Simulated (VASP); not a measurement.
# ZnB (P4/mmm) in VASP: a series of runs

One crystal, ZnB, is run at these levels: PBE; tasks: single point, relaxation of cell and atoms.

Everything below comes from runs of VASP 6.6.1. Logs are shortened: lines on timing, memory, paths and dates and some standing lists are left out, and cuts for length are marked.

### Step 1. The structure

The structure is tetragonal, space group P4/mmm (No. 123). Conventional cell: a = 2.509 Å, b = 2.509 Å, c = 3.380 Å, α = 90.00°, β = 90.00°, γ = 90.00°. Zn (site symmetry 4/mmm) is surrounded by 8 B at 2.45 Å and 4 Zn at 2.51 Å. B (site symmetry 4/mmm) has 8 Zn at 2.45 Å and 4 B at 2.51 Å as nearest neighbours.

The cell was built by a generator and needn't be a form met in nature.

### Step 2. Single point, PBE (species swapped into the ZnNi type (P4/mmm, No. 123))

INCAR

```
ALGO = Normal
EDIFF = 1E-7
ENCUT = 520
GGA = PE
ISIF = 2
ISMEAR = 0
LASPH = T
LCHARG = F
LREAL = F
LWAVE = F
NBANDS = 14
NELM = 80
PREC = Accurate
SIGMA = 0.1
```

KPOINTS

```
k-points
0
Gamma
  20 20 18
```

POSCAR

```
ZnB
1.0
    2.5092254764      0.0000000000      0.0000000000
    0.0000000000      2.5092254764      0.0000000000
    0.0000000000      0.0000000000      3.3801825897
Zn B
1 1
Direct
    0.5000000000      0.5000000000      0.5000000000
    0.0000000000      0.0000000000      0.0000000000
```

Potentials or basis: VASP PAW PBE potentials, release 64 (Zn, B).

Command:

```bash
$ cat potpaw_PBE.64/Zn/POTCAR potpaw_PBE.64/B/POTCAR > POTCAR
$ mpirun -np 1 vasp_std > vasp.out
```

OUTCAR:

```text
EDIFF = 1E-7
   ENCUT = 520
   GGA = PE
   ISIF = 2
   ISMEAR = 0
   LASPH = T
   LREAL = F
   NELM = 80
   PREC = Accurate

 ion  position               nearest neighbor table
   1  0.500  0.500  0.500-   2 2.45   2 2.45   2 2.45   2 2.45   2 2.45   2 2.45   2 2.45   2 2.45

   2  0.000  0.000  0.000-   1 2.45   1 2.45   1 2.45   1 2.45   1 2.45   1 2.45   1 2.45   1 2.45

  LATTYP: Found a simple tetragonal cell.
 ALAT       =     2.5092254764
 C/A-ratio  =     1.3471019729

  Lattice vectors:

 A1 = (   2.5092254764,   0.0000000000,   0.0000000000)
 A2 = (   0.0000000000,   2.5092254764,   0.0000000000)
 A3 = (   0.0000000000,   0.0000000000,   3.3801825897)

Analysis of symmetry for initial positions (statically):
=====================================================================
 Subroutine PRICEL returns:
 Original cell was already a primitive cell.

 Routine SETGRP: Setting up the symmetry group for a
 simple tetragonal supercell.

 Subroutine GETGRP returns: Found 16 space group operations
 (whereof 16 operations were pure point group operations)
 out of a pool of 16 trial point group operations.

The static configuration has the point symmetry D_4h.

Analysis of symmetry for dynamics (positions and initial velocities):
=====================================================================
 Subroutine PRICEL returns:
 Original cell was already a primitive cell.

 Routine SETGRP: Setting up the symmetry group for a
 simple tetragonal supercell.

 Subroutine GETGRP returns: Found 16 space group operations
 (whereof 16 operations were pure point group operations)
 out of a pool of 16 trial point group operations.

The dynamic configuration has the point symmetry D_4h.

 Subroutine INISYM returns: Found 16 space group operations
 (whereof 16 operations are pure point group operations),
 and found     1 'primitive' translations

----------------------------------------------------------------------------------------

                                     Primitive cell

  volume of cell :      21.2823

  direct lattice vectors                    reciprocal lattice vectors
     2.509225476  0.000000000  0.000000000     0.398529351  0.000000000  0.000000000
     0.000000000  2.509225476  0.000000000     0.000000000  0.398529351  0.000000000
     0.000000000  0.000000000  3.380182590     0.000000000  0.000000000  0.295842007

  length of vectors
     2.509225476  2.509225476  3.380182590     0.398529351  0.398529351  0.295842007

  position of ions in fractional coordinates (direct lattice)
     0.500000000  0.500000000  0.500000000
     0.000000000  0.000000000  0.000000000

  ion indices of the primitive-cell ions
   primitive index   ion index
                 1           1
                 2           2

----------------------------------------------------------------------------------------

 KPOINTS: k-points

Automatic generation of k-mesh.
 Grid dimensions read from file:
 generate k-points for:   20   20   18

 Generating k-lattice:

  Cartesian coordinates                     Fractional coordinates (reciprocal lattice)
     0.019926468  0.000000000  0.000000000     0.050000000  0.000000000  0.000000000
     0.000000000  0.019926468  0.000000000     0.000000000  0.050000000  0.000000000
     0.000000000  0.000000000  0.016435667     0.000000000  0.000000000  0.055555556

  Length of vectors
     0.019926468  0.019926468  0.016435667

  Shift w.r.t. Gamma in fractional coordinates (k-lattice)
     0.000000000  0.000000000  0.000000000

 Subroutine IBZKPT returns following result:
 ===========================================

 Found    660 irreducible k-points:

 Following reciprocal coordinates:
            Coordinates               Weight
  0.000000  0.000000  0.000000      1.000000
  0.050000  0.000000  0.000000      4.000000
  0.100000  0.000000  0.000000      4.000000
  0.150000  0.000000  0.000000      4.000000
  0.200000  0.000000  0.000000      4.000000
  0.250000  0.000000  0.000000      4.000000
[... 16 lines left out ...]
  0.150000  0.100000  0.000000      8.000000
  0.200000  0.100000  0.000000      8.000000
 [... further k-points ...]
   k-points           NKPTS =    660   k-points in BZ     NKDIM =    660   number of bands    NBANDS=     14
   number of dos      NEDOS =    301   number of ions     NIONS =      2
   total plane-waves  NPLWV =  11200
   dimension x,y,z NGX =    20 NGY =   20 NGZ =   28
   dimension x,y,z NGXF=    40 NGYF=   40 NGZF=   56
   ions per type =               1   1
   NGX,Y,Z   is equivalent  to a cutoff of  13.25, 13.25, 13.77 a.u.
   NGXF,Y,Z  is equivalent  to a cutoff of  26.50, 26.50, 27.54 a.u.
 SYSTEM =  unknown system
   PREC   = accura    normal or accurate (medium, high low for compatibility)
   ISTART =      0    job   : 0-new  1-cont  2-samecut
   ICHARG =      2    charge: 1-file 2-atom 10-const
   ISPIN  =      1    spin polarized calculation?
   LNONCOLLINEAR =      F non collinear calculations
   LSORBIT =      F    spin-orbit coupling
   LASPH  =      T    aspherical Exc in radial PAW
   ENCUT  =  520.0 eV  38.22 Ry    6.18 a.u.   4.67  4.67  6.28*2*pi/ulx,y,z
   NELM   =     80;   NELMIN=  2; NELMDL= -5     # of ELM steps
   EDIFF  = 0.1E-06   stopping-criterion for ELM
   LREAL  =      F    real-space projection
   EDIFFG = 0.1E-05   stopping-criterion for IOM
   NSW    =      0    number of steps for IOM
   IBRION =     -1    ionic relax: 0-MD 1-quasi-New 2-CG
   NFREE  =      0    steps in history (QN), initial steepest desc. (CG)
   ISIF   =      2    stress and relaxation
   ISYM   =      2    0-nonsym 1-usesym 2-fastsym
   POTIM  = 0.5000    time-step for ionic-motion
   TEBEG  =    0.0;   TEEND  =   0.0 temperature during run
   PSTRESS=    0.0 pullay stress
   NELECT =      15.0000    total number of electrons
   NUPDOWN=      -1.0000    fix difference up-down
   EMIN   =  10.00;   EMAX   =-10.00  energy-range for DOS
   EFERMI =   0.00;   METHOD = LEGACY
   ISMEAR =     0;   SIGMA  =   0.10  broadening in eV -4-tet -1-fermi 0-gaus
   EFERMI_NEDOS =   21; number of points for ismear=-14 and -15
   IALGO  =     38    algorithm
   IMIX   =      4    mixing-type and parameters
     AMIX     =   0.40;   BMIX     =  1.00
     AMIX_MAG =   1.60;   BMIX_MAG =  1.00
  volume/ion in A,a.u.               =      10.64        71.81
  Fermi-wavevector in a.u.,A,eV,Ry     =   1.456908  2.753157 28.879459  2.122580
  Thomas-Fermi vector in A             =   2.573771
   LORBIT       =      0    0 simple, 1 ext, 2 COOP (PROOUT), +10 PAW based schemes
   GGA     = PE    functional components
   LHFCALC =     F    Hartree Fock is set to
   AEXX    =    0.0000 exact exchange contribution
   IVDW    =     0    specifies the selected vdW correction
   LEPSILON=     F    determine dielectric tensor
   LRPA    =     F    only Hartree local field effects (RPA)
 non-spin polarized calculation
 Gauss-broadening in eV      SIGMA  =   0.10
  energy-cutoff  :      520.00
  volume of cell :       21.28
 maximum number of plane-waves:       604
 NGX is ok and might be reduce to    20
   NGX =  9   NGY =  9   NGZ = 13

 number of electron      15.0000005 magnetization

 Free energy of the ion-electron system (eV)
  ---------------------------------------------------
  ext. energy  EPLUGINS =         0.00000000
  ---------------------------------------------------
  free energy    TOTEN  =        -5.52363318 eV

  energy without entropy =       -5.52021357  energy(sigma->0) =       -5.52192338

 E-fermi :   5.0135     XC(G=0): -12.1117

 val. band max:        5.0085878808   @ k =   0.3000   0.1500   0.0556
 cond. band min:       5.0228842054   @ k =   0.3000   0.2500   0.1111
 fundamental gap:      0.0142963245
 Fermi energy:         5.0134623558

 k-point     1 :       0.0000    0.0000    0.0000
  band No.  band energies     occupation
      1      -8.1000      2.00000
      2      -3.6975      2.00000
      3      -3.4497      2.00000
      4      -2.4035      2.00000
      5      -2.4035      2.00000
      6      -2.2330      2.00000
      7       2.4039      2.00000
      8       7.1625      0.00000
      9       9.8338      0.00000
     10       9.8338      0.00000
     11      18.1769      0.00000
     12      18.8064      0.00000
     13      21.2387      0.00000
     14      23.6742      0.00000

 k-point     2 :       0.0500    0.0000    0.0000
  band No.  band energies     occupation
      1      -8.0442      2.00000
      2      -3.6839      2.00000
      3      -3.4354      2.00000
      4      -2.4360      2.00000
      5      -2.4018      2.00000
      6      -2.2454      2.00000
      7       2.4863      2.00000
      8       7.1947      0.00000
      9       9.4535      0.00000
     10       9.8782      0.00000
     11      18.3787      0.00000
     12      18.9041      0.00000
     13      20.9974      0.00000
     14      23.5118      0.00000

 k-point     3 :       0.1000    0.0000    0.0000
  band No.  band energies     occupation
      1      -7.8776      2.00000
      2      -3.6473      2.00000
      3      -3.3905      2.00000
      4      -2.5262      2.00000
      5      -2.3969      2.00000
      6      -2.2809      2.00000
      7       2.7264      2.00000
      8       7.2913      0.00000
      9       8.4864      0.00000
     10      10.0092      0.00000
     11      18.6530      0.00000
     12      19.1492      0.00000
     13      20.2878      0.00000
     14      23.3698      0.00000
[... 324 lines left out ...]
 k-point    23 :       0.1500    0.1000    0.0000
  band No.  band energies     occupation
      1      -7.3835      2.00000
      2      -3.5246      2.00000
      3      -3.2758      2.00000
      4      -2.6676      2.00000
      5      -2.4671      2.00000
      6      -2.3847      2.00000
      7       3.3921      2.00000
      8       7.3138      0.00000
      9       7.6076      0.00000
     10       9.0078      0.00000
     11      18.9173      0.00000
     12      18.9295      0.00000
     13      19.3510      0.00000
     14      23.4870      0.00000

 k-point    24 :       0.2000    0.1000    0.0000
  band No.  band energies     occupation
      1      -7.0061      2.00000
      2      -3.4618      2.00000
      3      -3.1783      2.00000
      4      -2.8012      2.00000
      5      -2.4598      2.00000
      6      -2.4503      2.00000
      7       3.8693      2.00000
      8       5.9814      0.00000
      9       7.8412      0.00000
     10       9.2864      0.00000
     11      17.8276      0.00000
     12      18.0472      0.00000
     13      19.4229      0.00000
     14      23.8584      0.00000

 [... further k-points ...]

------------------------ aborting loop because EDIFF is reached ----------------------------------------

  FORCE on cell =-STRESS in cart. coord.  units (eV):
  Direction    XX          YY          ZZ          XY          YZ          ZX
  --------------------------------------------------------------------------------------
  -------------------------------------------------------------------------------------
  Total        0.0503763      0.0503763      0.0562523      0.0000000     -0.0000000     -0.0000000
  in kB        3.7924264      3.7924264      4.2347863      0.0000000     -0.0000000     -0.0000000
  external PRESSURE =       3.9398797 kB  Pullay stress =       0.0000000 kB

 VOLUME and BASIS-vectors are now :
 -----------------------------------------------------------------------------
  energy-cutoff  :      520.00
  volume of cell :       21.28
      direct lattice vectors                 reciprocal lattice vectors
     2.509225476  0.000000000  0.000000000     0.398529351  0.000000000  0.000000000
     0.000000000  2.509225476  0.000000000     0.000000000  0.398529351  0.000000000
     0.000000000  0.000000000  3.380182590     0.000000000  0.000000000  0.295842007

 POSITION                                       TOTAL-FORCE (eV/Angst)
 -----------------------------------------------------------------------------------
      1.25461      1.25461      1.69009         0.000000      0.000000      0.000000
      0.00000      0.00000      0.00000         0.000000      0.000000      0.000000
 -----------------------------------------------------------------------------------
    total drift:                               -0.000000      0.000000      0.000000

  FREE ENERGIE OF THE ION-ELECTRON SYSTEM (eV)
  ---------------------------------------------------
  free  energy   TOTEN  =        -5.5236331802 eV

  energy  without entropy=       -5.5202135721  energy(sigma->0) =       -5.52192338
```

It took 73 s on 1 thread of Intel Xeon Platinum 8559C (Emerald Rapids), shared host; peak memory 0.3 GiB.

What came out:

* Free energy: -5.5236 eV
* Pressure: 0.4 GPa
* Band gap on the k mesh: none (metal or under the smearing width)

### Step 3. Relaxation of cell and atoms, PBE (species swapped into the ZnNi type (P4/mmm, No. 123))

INCAR

```
ALGO = Fast ; EDIFF = 1E-7
EDIFFG = -0.01 ; ENCUT = 600
GGA = PE ; IBRION = 2
ISIF = 3 ; ISMEAR = 0
LASPH = T ; LCHARG = F
LREAL = F ; LWAVE = F
NELM = 80 ; NSW = 100
PREC = Accurate ; SIGMA = 0.1
```

KPOINTS is that of step 2.

POSCAR

```
ZnB
1.0
    2.6647638100      0.0000000000      0.0000000000
    0.0000000000      2.6647638100      0.0000000000
    0.0000000000      0.0000000000      3.1096544300
Zn B
1 1
Direct
    0.5000000000      0.5000000000      0.5000000000
    0.0000000000      0.0000000000      0.0000000000
```

Potentials or basis: VASP PAW PBE potentials, release 64 (Zn, B).

Command:

```bash
$ cat potpaw_PBE.64/Zn/POTCAR potpaw_PBE.64/B/POTCAR > POTCAR
$ mpirun -np 1 vasp_std > vasp.out
```

Run time: 8.4 min. Hardware: 1 thread of Intel Xeon Platinum 8559C (Emerald Rapids), shared host; peak memory 0.37 GiB.

Results (log left out):

```yaml
Free_energy: -5.5242 eV
Relaxed_volume: 10.67 Å³/atom
Relaxed_cell: a = 2.512 Å, b = 2.512 Å, c = 3.383 Å, α = 90.00°, β = 90.00°, γ = 90.00°
Space_group_after_relaxing_to_0.05_Å: P4/mmm (No. 123)
Energy_gained_by_relaxing: 47.3 meV/atom
Ionic_steps: 11
Pressure_after_relaxing: 0.1 GPa
Band_gap_on_the_k_mesh: none (metal or under the smearing width)
```

The path:
| step | energy change (eV) | largest force (eV/Å) | pressure (GPa) | volume (Å³) |
| --- | --- | --- | --- | --- |
| 1 | 0.0000 | 0.0000 | -0.94 | 22.08 |
| 2 | -0.0272 | 0.0000 | -0.53 | 21.87 |
| 3 | -0.0895 | 0.0000 | 1.63 | 21.16 |
| 4 | -0.0902 | 0.0000 | 2.83 | 20.86 |
| 5 | -0.0917 | 0.0000 | 2.26 | 20.97 |
| 6 | -0.0910 | 0.0000 | -1.98 | 21.67 |
| 7 | -0.0944 | 0.0000 | 0.19 | 21.30 |
| 8 | -0.0944 | 0.0000 | 0.20 | 21.29 |
| 9 | -0.0944 | 0.0000 | 0.24 | 21.29 |
| 10 | -0.0946 | 0.0000 | 0.12 | 21.32 |
| 11 | -0.0946 | 0.0000 | 0.07 | 21.34 |

Final structure:
```
Zn B
1.0
     2.51164    0.00000    0.00000
     0.00000    2.51164    0.00000
     0.00000    0.00000    3.38275
Zn B
1 1
Direct
  0.50000 0.50000 0.50000
  0.00000 0.00000 0.00000
```

Levels at points of the mesh, in eV from the Fermi level:
```
           k point  band 3  band 4  band 5  band 6  band 7  band 8  band 9  band 10  band 11
(0.00, 0.00, 0.00)   -8.45   -7.41   -7.41   -7.24   -2.59    2.14    4.81     4.81    13.15
(0.50, 0.00, 0.00)   -8.19   -7.97   -7.71   -7.34   -5.35    2.19    5.56     6.46     6.83
(0.50, 0.50, 0.00)   -7.98   -7.61   -6.88   -3.41   -3.41   -1.20    2.45     3.32     8.54
(0.00, 0.00, 0.50)   -8.67   -7.50   -7.50   -7.36   -7.24    5.92    5.92     9.77    14.20
(0.50, 0.00, 0.50)   -7.68   -7.38   -7.30   -5.24   -4.85   -3.52   -1.04     7.15    11.55
(0.50, 0.50, 0.50)   -8.46   -7.28   -6.88   -0.92   -0.51   -0.51    1.57     2.30     2.30
```

(Continued in part 2 of 2.)
